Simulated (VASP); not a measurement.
# ZrSe₂ (space group P-3m1): computed properties

Level of theory: PBEsol GGA, VASP's PBE PAW potentials (set 64) (plane waves; VASP).

```
Property                                                                                                            Value
---------------------------------------------  --------------------------------------------------------------------------
space group                                                                                                   P-3m1 (164)
cell                                           a = 3.739 Å, b = 3.739 Å, c = 6.123 Å, α = 90.00°, β = 90.00°, γ = 120.00°
volume per atom                                                                                             24.71 Å³/atom
band gap (over mesh and band path)                                                                                0.11 eV
smallest direct gap (over mesh and band path)                                                                     1.00 eV
Hill bulk modulus                                                                                                25.7 GPa
Hill shear modulus                                                                                               19.8 GPa
Poisson's ratio                                                                                                     0.193
band-edge character                                                                                      indirect, Γ to L
density                                                                                                        5.58 g/cm³
mean ε∞ (independent particles)                                                                                     16.75
optical Γ-point spectrum                                                                 82 (×2), 143 (×2), 187, 246 cm⁻¹
```

ZrSe2 has the trigonal space group P-3m1 (No. 164), the CdI2 type structure, Pearson symbol hP3. Conventional cell: a = 3.7390 Å, b = 3.7390 Å, c = 6.1226 Å, α = 90.00°, β = 90.00°, γ = 120.00°. Zr on 1a sees 6 Se at 2.677 Å (octahedral). Se on 2d has 3 Zr at 2.677 Å (trigonal pyramidal). (Neighbours: up to the widest gap in distance over summed covalent radii, below 1.35, at either atom; cation-cation and far metal-metal contacts left out.)

Without a dispersion term in the relaxation, distances and binding between the weakly bound layers, chains or molecules are unreliable, and so is what depends on them.

The structure comes from a measured ZrSe2 entry (P-3m1) of the Crystallography Open Database, whose conditions weren't checked. It was relaxed first. Symmetry was kept, so distortions that lower it aren't found.
